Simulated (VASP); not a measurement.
These are r2SCAN meta-GGA, VASP's PBE PAW potentials (set 64) (plane waves; VASP) values and carry that method's errors.

A VASP calculation is set up with these files.

### INCAR
```
IBRION = 2   # conjugate gradients
LMIXTAU = .TRUE.
LREAL = .FALSE.   # projection in real space or not
SYSTEM = Tc
LWAVE = .FALSE.
SIGMA = 0.1   # width (eV)
PREC = Accurate
LASPH = .TRUE.   # aspherical one-centre terms
LMAXMIX = 4   # l cut-off of mixed one-centre charges
ENCUT = 520
METAGGA = R2SCAN
ISMEAR = 1
NELM = 100   # most electronic steps
LCHARG = .FALSE.
EDIFF = 1E-7
NSW = 30   # most ionic steps
ISIF = 4
EDIFFG = -0.01   # ionic stop
ALGO = Normal   # blocked Davidson
```

**POSCAR**
```
Tc
1.0
  1.3397891851  -2.3205833236   0.0000000000
  1.3397891851   2.3205833236   0.0000000000
  0.0000000000   0.0000000000   4.3001295776
Tc
2
Direct
  0.3333330000   0.6666670000   0.2500000000
  0.6666670000   0.3333330000   0.7500000000
```

KPOINTS:
```
Automatic mesh
0
Gamma
15 15 8
0 0 0
```

POTCAR, in this order: Tc_pv (PBE.64 set). Program: vasp_std.

### Question
Estimate the energy per atom (σ→0), band gap (on the k-mesh).

### Answer

```yaml
energy per atom (σ→0): -25.907 eV/atom
band gap (on the k-mesh): none (metal, semimetal or under 0.01 eV)
```

File OSZICAR:
```
...
DAV:   8    -0.518146981951E+02    0.19762E-04   -0.11037E-07  2451   0.439E-03    0.179E-04
DAV:   9    -0.518147047803E+02   -0.65851E-05   -0.87392E-09  2295   0.128E-03    0.460E-05
DAV:  10    -0.518147001166E+02    0.46637E-05   -0.22745E-09  2295   0.700E-04    0.243E-05
DAV:  11    -0.518147009427E+02   -0.82609E-06   -0.40377E-10  2295   0.275E-04    0.217E-05
DAV:  12    -0.518147006133E+02    0.32939E-06   -0.70962E-11  2295   0.107E-04    0.165E-05
DAV:  13    -0.518147008221E+02   -0.20884E-06   -0.24869E-11  2295   0.532E-05    0.117E-05
DAV:  14    -0.518147007558E+02    0.66315E-07   -0.59580E-12  2295   0.214E-05
   3 F= -.51814701E+02 E0= -.51814694E+02  d E =-.201490E-03
```

The compound is Tc in the hcp structure. This cell is one point of a volume scan, at 0.94 of the reference volume. Symmetry was kept, so distortions that lower it aren't found.
